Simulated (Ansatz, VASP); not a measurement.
RuAu: VASP beside Ansatz

The input INCAR:

```
  PREC = Accurate
  ENCUT = 520
  EDIFF = 1E-6
  ISMEAR = -1
  SIGMA = 0.05
  LREAL = F
  LASPH = T
  NELM = 80
  ALGO = Fast
  ISIF = 2
  LWAVE = F
  LCHARG = F
  GGA = PE
  NBANDS = 20
```

KPOINTS

```
regular mesh
0
Gamma
  8 8 8
```

The input POSCAR:

```
RuAu
1.0
    3.1002039127      0.0000000000      0.0000000000
    0.0000000000      3.1002039127      0.0000000000
    0.0000000000      0.0000000000      3.1002039127
Ru Au
1 1
Direct
    0.0000000000      0.0000000000      0.0000000000
    0.5000000000      0.5000000000      0.5000000000
```

File input.yaml:

```yaml
crystal:
  lattice:
    - [3.1002039127, 0.0, 0.0]
    - [0.0, 3.1002039127, 0.0]
    - [0.0, 0.0, 3.1002039127]
  atoms:
    - { symbol: Ru, position: [0.0, 0.0, 0.0] }
    - { symbol: Au, position: [0.5, 0.5, 0.5] }
kpoints:
  mp_grid: { grid: [8, 8, 8] }
scf:
  occupations: { method: fermi_dirac, width: 0.05 }
hamiltonian:
  xc: pbe
  pseudopotentials: { kind: all_electron, lapw: { basis_error: 0.0005 } }
output:
  forces: true
  stress: true
  eigenvalues: true
```

Change from the starting cell: volume scaled by 0.94.

Alike in both runs: task single point; functional PBE; k mesh 8 × 8 × 8; occupations fermi-dirac, width 0.05 eV; no spin polarisation.

|  | VASP | Ansatz |
| --- | --- | --- |
| version | VASP 6.6.1 | Ansatz 0.2.0 |
| potentials or method | VASP PAW PBE potentials, release 64 (Ru_pv, Au) | all-electron LAPW, scalar-relativistic |
| plane-wave cutoff (eV) | 520 | see its input |

```csv
,VASP,Ansatz,Ansatz less VASP
gap on the k mesh at the Fermi level (eV),none,none,-
pressure (GPa),15.3,15.6,+0.29
```

A gap of «none» marks a metal or a gap that the smearing closes. Ansatz ran all-electron here, so the differences hold the error of VASP's frozen core and of both bases.

Caveats: so large a pressure means that the cell lies far from this level's equilibrium, or that cutoff or potentials fall short (VASP). Spin-orbit coupling is left out, which matters for the levels of Au.
